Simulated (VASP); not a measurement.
Runs of VASP 6.6.1 on Ge. It takes space group Fd-3m (No. 227, cubic). The conventional cell has a = 5.803 Å, b = 5.803 Å, c = 5.803 Å, α = 90.00°, β = 90.00°, γ = 90.00°. Ge (site symmetry -43m) is surrounded by 4 Ge at 2.51 Å. 

```tsv
task	cell	gap on the mesh (eV)	pressure (GPa)
single point	a relaxed cell with its volume scaled by 1.06	none	-2.9
single point	Fd-3m, 24.43 Å³/atom	none	0.0
relaxation of cell and atoms	relaxed	none	0.0
single point	a relaxed cell with its volume scaled by 0.94	none	(a)
```

Alike in all rows: level PBE; potentials or basis VASP PAW PBE potentials, release 64 (Ge_d); no spin polarisation; k mesh 4 × 4 × 4; cutoff (eV) 520; smearing gaussian 0.02 eV; the mesh is coarse, so values aren't converged.

Problem. Fill in the values left out.

Solution. (a) 3.4.

Caveats: all runs use coarse meshes; this crystal is a semiconductor, whose small gap the functional closes, so the metal is an error of the method (some runs).

A k mesh can miss the band edges, and the runs leave out spin-orbit coupling on Ge.

A gap of «none» marks a metal or a gap under the smearing width.
